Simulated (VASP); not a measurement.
VASP input:

KPOINTS:
```
Automatic
0
gamma
 8 8 8
```

### POSCAR
```
AuAl2
1.0
  0.0000000000   3.0279176444   3.0279176444
  3.0279176444   0.0000000000   3.0279176444
  3.0279176444   3.0279176444   0.0000000000
Al Au
2 1
Cart
  1.5139588222   1.5139588222   1.5139588222
  4.5418764666   4.5418764666   4.5418764666
  0.0000000000   0.0000000000   0.0000000000
```

INCAR:
```
! general
SYSTEM =AuAl2
PREC   =Accurate
ENCUT  =480   ! plane-wave cut-off (eV)
LREAL  =F
LASPH  =T   ! aspherical one-centre terms

! electronic loop
EDIFF  =1E-7   ! SCF stop (eV)
NELM   =100
ALGO   =Normal   ! blocked Davidson
LMAXMIX=6   ! l cut-off of mixed one-centre charges

! smearing
ISMEAR =1   ! Methfessel-Paxton
SIGMA  =0.1

! functional
GGA    =PE   ! PBE

! ions
IBRION =2   ! conjugate gradients
NSW    =40
ISIF   =3
EDIFFG =-0.01
PSTRESS=200   ! kbar

! output
LWAVE  =F
LCHARG =F
```

POTCAR, in this order: Al Au (PBE.64 set). Program: vasp_std.

### Question
Translate this PBE calculation to Ansatz.

### Answer
One equivalent input (not run):
Ansatz 0.2 input:
```yaml
crystal:
  lattice:
    - [0.0000000, 3.0279176, 3.0279176]
    - [3.0279176, 0.0000000, 3.0279176]
    - [3.0279176, 3.0279176, 0.0000000]
  atoms:
    - { symbol: Al, position: [0.2500000, 0.2500000, 0.2500000] }
    - { symbol: Al, position: [0.7500000, 0.7500000, 0.7500000] }
    - { symbol: Au, position: [0.0000000, 0.0000000, 0.0000000] }
kpoints:
  mp_grid: { grid: [8, 8, 8] }
hamiltonian:
  xc: pbe
  pseudopotentials: { kind: paw }
scf:
  occupations: { method: methfessel_paxton, width: 0.1 }
  max_iter: 100
relax:
  max_steps: 40
  f_tol: 0.01
  cell: { p_target: 20 }
output: { forces: true, stress: true, eigenvalues: true }
```
What does not carry over: each code has its own PAW files, so the cut-off isn't converted (ENCUT is set for VASP's; basis.ecutwfc is left out, and Ansatz then takes the one that its files recommend); Ansatz stops its SCF on the density residual and VASP on the energy change (EDIFF).

The compound is AuAl2 in the fluorite structure. This run relaxes it under an external pressure of 20 GPa. Symmetry was kept, so distortions that lower it aren't found.
